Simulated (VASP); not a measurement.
A VASP calculation is set up with these files.

File KPOINTS:
```
Automatic mesh
0
Gamma
7 7 7
0 0 0
```

### INCAR
```
SYSTEM = V3Ge
PREC = Accurate
ENCUT = 400
EDIFF = 1E-6
NELM = 60
ALGO = VeryFast
LREAL = .FALSE.
LASPH = .TRUE.
ISMEAR = 1
SIGMA = 0.1
GGA = PE
LMAXMIX = 4
ISPIN = 2
MAGMOM = 0.0 2.0 2.0 2.0
LORBIT = 10
LWAVE = .FALSE.
LCHARG = .FALSE.
ISIF = 2
NELMDL = -1
```

File POSCAR:
```
V3Ge
1
    0.0000000000     3.1016160000     3.1016160000
    3.1016160000     0.0000000000     3.1016160000
    3.1016160000     3.1016160000     0.0000000000
Ge V
1 3
Direct
  0.0000000000   0.0000000000   0.0000000000
  0.5000000000   0.5000000000   0.5000000000
  0.2500000000   0.2500000000   0.2500000000
  0.7500000000   0.7500000000   0.7500000000
```

POTCAR, in this order: Ge_d V_sv (PBE.64 set). Program: vasp_std.

Output of the run:

**standard output**
```
...
RMM:  21     0.350588026830E+04    0.26280E+01   -0.11608E+01  5400   0.193E+01    0.447E+02
RMM:  22     0.350660236713E+04    0.72210E+00   -0.11881E+01  5440   0.164E+01    0.435E+02
RMM:  23     0.350686932604E+04    0.26696E+00   -0.77086E+00  5437   0.147E+01    0.396E+02
RMM:  24     0.350653632675E+04   -0.33300E+00   -0.78018E+00  5439   0.125E+01    0.385E+02
RMM:  25     0.351057062322E+04    0.40343E+01   -0.58941E+00  5437   0.135E+01    0.337E+02
RMM:  26     0.350868150847E+04   -0.18891E+01   -0.38761E+00  5287   0.115E+01    0.346E+02
RMM:  27     0.350991553452E+04    0.12340E+01   -0.45183E+00  5436   0.103E+01    0.338E+02
RMM:  28     0.350983257627E+04   -0.82958E-01   -0.29611E+00  5435   0.857E+00    0.334E+02
RMM:  29     0.351464096108E+04    0.48084E+01   -0.31999E+00  5440   0.128E+01    0.286E+02
RMM:  30     0.351848855469E+04    0.38476E+01   -0.35898E+00  5440   0.133E+01    0.261E+02
RMM:  31     0.352495245182E+04    0.64639E+01   -0.48874E+00  5440   0.165E+01    0.204E+02
RMM:  32     0.352774824633E+04    0.27958E+01   -0.34389E+00  5440   0.145E+01    0.180E+02
RMM:  33     0.353091419740E+04    0.31660E+01   -0.49577E+00  5440   0.143E+01    0.143E+02
RMM:  34     0.353060543309E+04   -0.30876E+00   -0.17113E+00  5440   0.975E+00    0.147E+02
RMM:  35     0.353211404463E+04    0.15086E+01   -0.42877E+00  5438   0.110E+01    0.109E+02
RMM:  36     0.353106596841E+04   -0.10481E+01   -0.82632E-01  5440   0.745E+00    0.121E+02
RMM:  37     0.353509231646E+04    0.40263E+01   -0.85595E+00  5440   0.211E+01    0.730E+01
RMM:  38     0.353459998371E+04   -0.49233E+00   -0.64883E-01  5440   0.100E+01    0.438E+01
RMM:  39     0.353500144843E+04    0.40146E+00   -0.45136E+00  5440   0.126E+01    0.379E+01
RMM:  40     0.353492826281E+04   -0.73186E-01   -0.88819E-01  5440   0.861E+00    0.339E+01
RMM:  41     0.353473349810E+04   -0.19476E+00   -0.18862E+00  5438   0.618E+00    0.285E+01
RMM:  42     0.353469488489E+04   -0.38613E-01   -0.54206E-01  5440   0.497E+00    0.212E+01
RMM:  43     0.353461382454E+04   -0.81060E-01   -0.95594E-01  5438   0.456E+00    0.180E+01
RMM:  44     0.353456952960E+04   -0.44295E-01   -0.51550E-01  5440   0.370E+00    0.122E+01
RMM:  45     0.353451289090E+04   -0.56639E-01   -0.59572E-01  5440   0.348E+00    0.135E+01
RMM:  46     0.353448502591E+04   -0.27865E-01   -0.41021E-01  5439   0.290E+00    0.101E+01
RMM:  47     0.353445440300E+04   -0.30623E-01   -0.41971E-01  5439   0.255E+00    0.739E+00
RMM:  48     0.353442831024E+04   -0.26093E-01   -0.26798E-01  5437   0.216E+00    0.755E+00
RMM:  49     0.353440155191E+04   -0.26758E-01   -0.29793E-01  5437   0.192E+00    0.692E+00
RMM:  50     0.353438026578E+04   -0.21286E-01   -0.20415E-01  5439   0.169E+00    0.896E+00
RMM:  51     0.353435941372E+04   -0.20852E-01   -0.20976E-01  5428   0.152E+00    0.977E+00
RMM:  52     0.353434553976E+04   -0.13874E-01   -0.19155E-01  5431   0.155E+00    0.871E+00
RMM:  53     0.353433108412E+04   -0.14456E-01   -0.14153E-01  5422   0.120E+00    0.961E+00
RMM:  54     0.353431822828E+04   -0.12856E-01   -0.12810E-01  5367   0.105E+00    0.990E+00
RMM:  55     0.353430795335E+04   -0.10275E-01   -0.10228E-01  5297   0.939E-01    0.105E+01
RMM:  56     0.353429871609E+04   -0.92373E-02   -0.91281E-02  5215   0.854E-01    0.109E+01
RMM:  57     0.353429220770E+04   -0.65084E-02   -0.75050E-02  5363   0.799E-01    0.105E+01
RMM:  58     0.353428618449E+04   -0.60232E-02   -0.64597E-02  5414   0.726E-01    0.963E+00
RMM:  59     0.353428816188E+04    0.19774E-02   -0.62406E-02  5440   0.918E-01    0.376E+00
RMM:  60     0.353428456089E+04   -0.36010E-02   -0.54733E-02  5440   0.834E-01

 -----------------------------------------------------------------------------
|                                                                             |
|           W    W    AA    RRRRR   N    N  II  N    N   GGGG   !!!           |
|           W    W   A  A   R    R  NN   N  II  NN   N  G    G  !!!           |
|           W    W  A    A  R    R  N N  N  II  N N  N  G       !!!           |
|           W WW W  AAAAAA  RRRRR   N  N N  II  N  N N  G  GGG   !            |
|           WW  WW  A    A  R   R   N   NN  II  N   NN  G    G                |
|           W    W  A    A  R    R  N    N  II  N    N   GGGG   !!!           |
|                                                                             |
|     The electronic self-consistency was not achieved in the given           |
|     number of steps (NELM). The forces and other quantities evaluated       |
|     might not be reliable so examine the results carefully. If you find     |
|     spurious results, we suggest increasing NELM, if you were close to      |
|     convergence or switching to a different ALGO or adjusting the           |
|     density mixing parameters otherwise.                                    |
|                                                                             |
 -----------------------------------------------------------------------------

   1 F= 0.35342846E+04 E0= 0.35342842E+04  d E =0.118905E-02  mag=     0.2563
```

### OUTCAR
```
------------------------ aborting loop EDIFF was not reached (unconverged)  ----------------------------
  FORCE on cell =-STRESS in cart. coord.  units (eV):
  Direction    XX          YY          ZZ          XY          YZ          ZX
  --------------------------------------------------------------------------------------
  Total       78.6774488     78.6774488     78.6774488     -0.0000000     -0.0000000      0.0000000
  in kB     2112.3543373   2112.3543373   2112.3543373     -0.0000000     -0.0000000      0.0000000
  external PRESSURE =    2112.3543373 kB  Pullay stress =       0.0000000 kB
  volume of cell :       59.68
      direct lattice vectors                 reciprocal lattice vectors
     0.000000000  3.101616000  3.101616000    -0.161206287  0.161206287  0.161206287
     3.101616000  0.000000000  3.101616000     0.161206287 -0.161206287  0.161206287
     3.101616000  3.101616000  0.000000000     0.161206287  0.161206287 -0.161206287
 POSITION                                       TOTAL-FORCE (eV/Angst)
 -----------------------------------------------------------------------------------
      0.00000      0.00000      0.00000        -0.000000     -0.000000      0.000000
      3.10162      3.10162      3.10162        -0.000000     -0.000000      0.000000
      1.55081      1.55081      1.55081        -0.000000     -0.000000     -0.000000
      4.65242      4.65242      4.65242         0.000000      0.000000      0.000000
 -----------------------------------------------------------------------------------
    total drift:                                0.000000     -0.000000     -0.000000
  FREE ENERGIE OF THE ION-ELECTRON SYSTEM (eV)
  ---------------------------------------------------
  free  energy   TOTEN  =      3534.2845608913 eV

  energy  without entropy=     3534.2833718420  energy(sigma->0) =     3534.28416454

 total charge

# of ion       s       p       d       tot
------------------------------------------
    1       10.406   6.303   3.746  20.455
    2        3.496  10.689   3.822  18.007
    3        3.519  10.613   3.947  18.079
    4        3.519  10.613   3.947  18.079
--------------------------------------------------
tot         20.940  38.217  15.463  74.620

 magnetization (x)

# of ion       s       p       d       tot
------------------------------------------
    1        0.012  -0.001   0.007   0.018
    2        0.010   0.018   0.125   0.152
    3        0.007   0.010   0.067   0.084
    4        0.007   0.010   0.067   0.084
--------------------------------------------------
tot          0.035   0.038   0.266   0.339
```
(Selected blocks of OUTCAR.)

Problem. Read input and log: which fault does this run have?
(A) the Γ-only program was given a k-mesh
(B) ENCUT is too low for a cell relaxation, so Pulay stress biases the volume
(C) ALGO = VeryFast starts from random orbitals with almost no delay (NELMDL = -1)
(D) EDIFFG is positive, so the stop tests the energy change and not the forces

Solution. C, ALGO = VeryFast starts from random orbitals with almost no delay (NELMDL = -1). The run did not converge; its last values are not results. Against the sound run, the energy per atom (σ→0) goes up by 891.547 eV/atom; the pressure increases by 225.94 GPa; the cell moment decreases by 0.91 μB.

To mend it, set ALGO = Normal, remove NELMDL.

The mended run (PBE GGA, plane waves, VASP's PBE PAW potentials (set 64)) converges, and its OSZICAR ends with
```
   1 F= -.31904183E+02 E0= -.31903364E+02  d E =-.245762E-02  mag=     1.1703
```

The structure was generated: V3Ge was put into the D03 type (Fm-3m), which need not be its known phase. The cell was not relaxed at this level.
